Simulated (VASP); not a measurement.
VASP runs on ZnSe (zinc blende) share one base input (PBE GGA, plane waves, VASP's PBE PAW potentials (set 64)) and change the settings named in each case.

### KPOINTS
```
Automatic mesh
0
Gamma
7 7 7
0 0 0
```

### INCAR
```
SYSTEM = ZnSe
PREC = Accurate
ENCUT = 400
EDIFF = 1E-6
NELM = 100
ALGO = Normal
LREAL = .FALSE.
LASPH = .TRUE.
ISMEAR = 0
SIGMA = 0.05
GGA = PE
LMAXMIX = 4
LWAVE = .FALSE.
LCHARG = .FALSE.
ISIF = 2
```

File POSCAR:
```
ZnSe
1
    0.0000000000     2.8917000000     2.8917000000
    2.8917000000     0.0000000000     2.8917000000
    2.8917000000     2.8917000000     0.0000000000
Zn Se
1 1
Direct
  0.0000000000   0.0000000000   0.0000000000
  0.2500000000   0.2500000000   0.2500000000
```

POTCAR, in this order: Zn Se (PBE.64 set). Program: vasp_std.

```tsv
change	E(σ→0) (eV/atom)	pressure (GPa)	irreducible k-points
base run	-3.0129	-1.43	20
KGAMMA = .TRUE., KSPACING = 0.3, KPOINTS file removed	-3.0129	-1.43	20
KGAMMA = .TRUE., KSPACING = 0.8, KPOINTS file removed	-2.8837	-0.32	4
KGAMMA = .TRUE., KSPACING = 0.16, KPOINTS file removed	-3.0139	-1.44	72
KGAMMA = .TRUE., KSPACING = 0.5, KPOINTS file removed	-2.9827	-1.16	8
KGAMMA = .TRUE., KSPACING = 0.2, KPOINTS file removed	-3.0138	-1.44	47
```

Left out are runs that ran out of time, are held back, or changed the cell or the kind of run, fixed moments of cells without a moment, rows past the twelfth, gaps on odd meshes, pressures of charged cells and columns that move by less than the noise.

The compound is ZnSe in the zinc blende structure. The cell was not relaxed at this level.
